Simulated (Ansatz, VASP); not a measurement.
# Cross-check of ZnO (zincite) between VASP and Ansatz, part 3 of 3

Aim: how closely do two programs agree when they are given the same cell, functional and k mesh? The cell is taken from a series of runs on this material, whose earlier steps may have relaxed, scaled, displaced or heated it; both programs get it as it stands.

VASP 6.6.1 and Ansatz 0.2.0.

So far: The structure; Ansatz: zone-centre phonons, LDA; VASP: zone-centre phonons, LDA.

## Step 3: VASP: zone-centre phonons, LDA (continued)

Level of this step: LDA; plane waves and PAW (O, Zn) (VASP).

Numbers of over 12 decimals in the logs are rounded to 6 here.

OUTCAR, selected parts (step 3):

```text
ion  position               nearest neighbor table
   1  0.667  0.333  0.378-   3 1.89   3 1.89   3 1.89   4 1.90
   2  0.333  0.667  0.878-   4 1.89   4 1.89   4 1.89   3 1.90
   3  0.333  0.667  0.501-   1 1.89   1 1.89   1 1.89   2 1.90
   4  0.667  0.333  0.001-   2 1.89   2 1.89   2 1.89   1 1.90

  LATTYP: Found a hexagonal cell.
 ALAT       =     3.0983515224
 C/A-ratio  =     1.6191744029

 Subroutine GETGRP returns: Found 12 space group operations
 (whereof  6 operations were pure point group operations)

The static configuration has the point symmetry C_3v.
 The point group associated with its full space group is C_6v.

 Found    162 irreducible k-points:

   k-points           NKPTS =    162   k-points in BZ     NKDIM =    162   number of bands    NBANDS=     24

   dimension x,y,z NGX =    28 NGY =   28 NGZ =   40
   dimension x,y,z NGXF=    56 NGYF=   56 NGZF=   80

   ENCUT  =  600.0 eV  44.10 Ry    6.64 a.u.   6.19  6.19 10.02*2*pi/ulx,y,z

   NELECT =      36.0000    total number of electrons

 k-points in reciprocal lattice and weights: Automatic mesh
   0.00000000  0.00000000  0.00000000       0.000
   0.06666667  0.00000000  0.00000000       0.003
   0.13333333  0.00000000  0.00000000       0.003
   0.20000000  0.00000000  0.00000000       0.003
   0.26666667  0.00000000  0.00000000       0.003
   0.33333333  0.00000000  0.00000000       0.003
   0.40000000  0.00000000  0.00000000       0.003
   0.46666667  0.00000000  0.00000000       0.003
   0.06666667  0.06666667  0.00000000       0.003
[...]
-1.549175761  2.683251128  0.000000000     0.000000000  0.372682225  0.000000000
     0.000000000  0.000000000  5.016771476     0.000000000  0.000000000  0.199331384

 POSITION                                       TOTAL-FORCE (eV/Angst)
 -----------------------------------------------------------------------------------
      1.54918      0.89442      1.89832        -0.000000     -0.000000     -0.001280
     -0.00000      1.78883      4.40671         0.000000      0.000000     -0.001280
     -0.00000      1.78883      2.51147         0.000000     -0.000000      0.001280
      1.54918      0.89442      0.00309        -0.000000      0.000000      0.001280
 -----------------------------------------------------------------------------------
    total drift:                                0.000000      0.000000     -0.001013

 MACROSCOPIC STATIC DIELECTRIC TENSOR (including local field effects in DFT)
 ------------------------------------------------------
           4.764657    -0.000000     0.000000
           0.000000     4.764657     0.000000
           0.000000    -0.000000     4.800412
 ------------------------------------------------------

 PIEZOELECTRIC TENSOR (including local field effects)  for field in x, y, z        (C/m^2)
          XX          YY          ZZ          XY          YZ          ZX
  --------------------------------------------------------------------------------
  x     0.00000    -0.00000     0.00000     0.00000     0.00000     0.40424
  y    -0.00000     0.00000     0.00000     0.00000     0.40424     0.00000
  z     0.36678     0.36678    -0.75196     0.00000     0.00000     0.00000

 BORN EFFECTIVE CHARGES (including local field effects) (in |e|, cummulative output)
 ---------------------------------------------------------------------------------
 ion    1
    1    -2.02319     0.00000     0.00000
    2     0.00000    -2.02319     0.00000
    3     0.00000     0.00000    -2.08159
 ion    2
    1    -2.02319     0.00000     0.00000
    2     0.00000    -2.02319     0.00000
    3     0.00000     0.00000    -2.08159
 ion    3
    1     2.02319     0.00000     0.00000
    2     0.00000     2.02319     0.00000
    3     0.00000     0.00000     2.08159
 ion    4
    1     2.02319     0.00000     0.00000
    2    -0.00000     2.02319     0.00000
    3     0.00000     0.00000     2.08159

 Eigenvectors and eigenvalues of the dynamical matrix
 ----------------------------------------------------

   1 f  =   18.937315 THz   118.986661 2PiTHz  631.680845 cm-1    78.318408 meV
             X         Y         Z           dx          dy          dz
      1.549176  0.894417  1.898319     0.000000   -0.000000    0.692798
     -0.000000  1.788834  4.406705    -0.000000    0.000000   -0.692798
     -0.000000  1.788834  2.511473    -0.000000    0.000000    0.141528
      1.549176  0.894417  0.003087     0.000000   -0.000000   -0.141528

   2 f  =   15.828555 THz    99.453747 2PiTHz  527.983776 cm-1    65.461616 meV
             X         Y         Z           dx          dy          dz
      1.549176  0.894417  1.898319    -0.000000    0.644189   -0.000000
     -0.000000  1.788834  4.406705     0.000000   -0.644189   -0.000000
     -0.000000  1.788834  2.511473     0.000000   -0.291583    0.000000
      1.549176  0.894417  0.003087    -0.000000    0.291583    0.000000

   3 f  =   15.828555 THz    99.453747 2PiTHz  527.983776 cm-1    65.461616 meV
             X         Y         Z           dx          dy          dz
      1.549176  0.894417  1.898319     0.644189    0.000000   -0.000000
     -0.000000  1.788834  4.406705    -0.644189   -0.000000   -0.000000
     -0.000000  1.788834  2.511473    -0.291583   -0.000000    0.000000
      1.549176  0.894417  0.003087     0.291583    0.000000    0.000000

   4 f  =   14.671493 THz    92.183712 2PiTHz  489.388342 cm-1    60.676394 meV
             X         Y         Z           dx          dy          dz
      1.549176  0.894417  1.898319     0.000001    0.633688    0.000000
     -0.000000  1.788834  4.406705     0.000001    0.633688    0.000000
     -0.000000  1.788834  2.511473    -0.000001   -0.313752   -0.000000
      1.549176  0.894417  0.003087    -0.000001   -0.313752   -0.000000

   5 f  =   14.671493 THz    92.183712 2PiTHz  489.388342 cm-1    60.676394 meV
             X         Y         Z           dx          dy          dz
      1.549176  0.894417  1.898319     0.633688   -0.000001    0.000000
     -0.000000  1.788834  4.406705     0.633688   -0.000001    0.000000
     -0.000000  1.788834  2.511473    -0.313752    0.000001   -0.000000
      1.549176  0.894417  0.003087    -0.313752    0.000001   -0.000000

   6 f  =   14.222703 THz    89.363877 2PiTHz  474.418296 cm-1    58.820346 meV
             X         Y         Z           dx          dy          dz
      1.549176  0.894417  1.898319     0.000000    0.000000   -0.633500
     -0.000000  1.788834  4.406705     0.000000    0.000000   -0.633500
     -0.000000  1.788834  2.511473    -0.000000   -0.000000    0.314130
      1.549176  0.894417  0.003087    -0.000000   -0.000000    0.314130

   7 f  =    8.502762 THz    53.424431 2PiTHz  283.621621 cm-1    35.164583 meV
             X         Y         Z           dx          dy          dz
      1.549176  0.894417  1.898319    -0.000000   -0.000000    0.141528
     -0.000000  1.788834  4.406705    -0.000000   -0.000000   -0.141528
     -0.000000  1.788834  2.511473     0.000000    0.000000   -0.692798
      1.549176  0.894417  0.003087     0.000000   -0.000000    0.692798

   8 f  =    2.017081 THz    12.673693 2PiTHz   67.282578 cm-1     8.341973 meV
             X         Y         Z           dx          dy          dz
      1.549176  0.894417  1.898319    -0.000022   -0.291583    0.000000
     -0.000000  1.788834  4.406705     0.000022    0.291583    0.000000
     -0.000000  1.788834  2.511473    -0.000049   -0.644189    0.000000
      1.549176  0.894417  0.003087     0.000049    0.644189    0.000000

   9 f  =    2.017081 THz    12.673693 2PiTHz   67.282578 cm-1     8.341973 meV
             X         Y         Z           dx          dy          dz
      1.549176  0.894417  1.898319    -0.291583    0.000022   -0.000000
     -0.000000  1.788834  4.406705     0.291583   -0.000022   -0.000000
     -0.000000  1.788834  2.511473    -0.644189    0.000049   -0.000000
      1.549176  0.894417  0.003087     0.644189   -0.000049   -0.000000

  10 f/i=    0.005457 THz     0.034287 2PiTHz    0.182023 cm-1     0.022568 meV
             X         Y         Z           dx          dy          dz
      1.549176  0.894417  1.898319    -0.289196    0.121679    0.000000
     -0.000000  1.788834  4.406705    -0.289196    0.121679    0.000000
     -0.000000  1.788834  2.511473    -0.584093    0.245756    0.000000
      1.549176  0.894417  0.003087    -0.584093    0.245756    0.000000

  11 f/i=    0.005457 THz     0.034287 2PiTHz    0.182023 cm-1     0.022568 meV
             X         Y         Z           dx          dy          dz
      1.549176  0.894417  1.898319    -0.121679   -0.289196    0.000000
     -0.000000  1.788834  4.406705    -0.121679   -0.289196    0.000000
     -0.000000  1.788834  2.511473    -0.245756   -0.584093    0.000000
      1.549176  0.894417  0.003087    -0.245756   -0.584093    0.000000

  12 f/i=    0.013779 THz     0.086579 2PiTHz    0.459635 cm-1     0.056987 meV
             X         Y         Z           dx          dy          dz
      1.549176  0.894417  1.898319     0.000000   -0.000000    0.314130
     -0.000000  1.788834  4.406705     0.000000   -0.000000    0.314130
     -0.000000  1.788834  2.511473     0.000000   -0.000000    0.633500
      1.549176  0.894417  0.003087     0.000000   -0.000000    0.633500

 MACROSCOPIC STATIC DIELECTRIC TENSOR IONIC CONTRIBUTION
 ------------------------------------------------------
           3.135444     0.000000    -0.000000
           0.000000     3.135444     0.000000
          -0.000000     0.000000     3.528603
 ------------------------------------------------------

 ELASTIC MODULI CONTR FROM IONIC RELAXATION (kBar)
 Direction    XX          YY          ZZ          XY          YZ          ZX
 --------------------------------------------------------------------------------
 XX       -1514.1667    535.4495    957.8331     -0.0000      0.0000     -0.0000
 YY         535.4495  -1514.1667    957.8331      0.0000      0.0000      0.0000
 ZZ         957.8331    957.8331  -1874.7894     -0.0000      0.0000     -0.0000
 XY          -0.0000      0.0000     -0.0000  -1024.8081      0.0000      0.0000
 YZ          -0.0000     -0.0000      0.0000      0.0000   -439.0033     -0.0000
 ZX          -0.0000      0.0000     -0.0000      0.0000     -0.0000   -438.5678
 --------------------------------------------------------------------------------

 PIEZOELECTRIC TENSOR IONIC CONTR  for field in x, y, z        (C/m^2)
          XX          YY          ZZ          XY          YZ          ZX
  --------------------------------------------------------------------------------
  x    -0.00000     0.00000    -0.00000     0.00000    -0.00000    -1.10342
  y     0.00000     0.00000     0.00000     0.00000    -1.10397    -0.00000
  z    -1.23648    -1.23648     2.42019     0.00000    -0.00000     0.00000
```

With a direct gap this small, the dielectric response converges slowly with the mesh, so tensor and charges are uncertain; a mesh that holds the point of the least gap tends to give too large a tensor.

## Step 4: Differences

Known differences besides the potentials themselves: fixed occupations in Ansatz, narrow Gaussian smearing in VASP; VASP's response is taken on the typed mesh, Ansatz refines its own for the field response alone; the cutoff is 420 eV in Ansatz and 600 eV in VASP; VASP's log shows a relativistic correction to its local exchange, Ansatz's none; VASP's log repeats an internal error in its field response. Total energies have different zeros and are not compared.

The two programs side by side:

```
                                     quantity  Ansatz   VASP  difference
                                        ε∞ xx    4.82   4.76     +1.08 %
                                        ε∞ yy    4.82   4.76     +1.08 %
                                        ε∞ zz    4.88   4.80     +1.62 %
 Born charge of O1 (mean of the diagonal) (e)   -2.05  -2.04       -0.01
Born charge of Zn3 (mean of the diagonal) (e)    2.05   2.04       +0.01
                   optical mode 1 to 2 (cm⁻¹)    68.3   67.3     +1.57 %
                        optical mode 3 (cm⁻¹)   279.6  283.6     -1.41 %
                        optical mode 4 (cm⁻¹)   462.2  474.4     -2.57 %
                   optical mode 5 to 6 (cm⁻¹)   477.7  489.4     -2.39 %
                   optical mode 7 to 8 (cm⁻¹)   515.6  528.0     -2.34 %
                        optical mode 9 (cm⁻¹)   622.2  631.7     -1.50 %
```

Modes are paired by rising frequency, not by their patterns, so a pair may set unlike modes beside each other; they are those without the splitting of longitudinal modes.

## Step 5: Outcome

```
r.m.s. difference of the optical zone-centre modes, each program's sorted by frequency (zone-centre phonons, LDA) : 9.6 cm⁻¹
difference in optical mode 4 (zone-centre phonons, LDA)                                                           : -2.6 %
```

In words: The r.m.s. difference of the optical zone-centre modes, each program's sorted by frequency is 9.6 cm⁻¹ (zone-centre phonons, LDA). Among the rows given in per cent, the largest difference of the zone-centre phonons, LDA pair is in optical mode 4, -2.6 %. How closely two codes agree says nothing of how well the functional describes the real material.

[Lines on the potential files, build, host, timing and source positions are cut from VASP's logs without a mark.]

[Logs are printed without paths, hosts, clocks, repeated set-up lines and the standing remarks that a program may print on its own settings, such as how far it seeks lower states.]

[Hosts, paths, dates, database ids (printed as entryN), source tags and the programs' standing remarks are cut or masked in the printed files.]
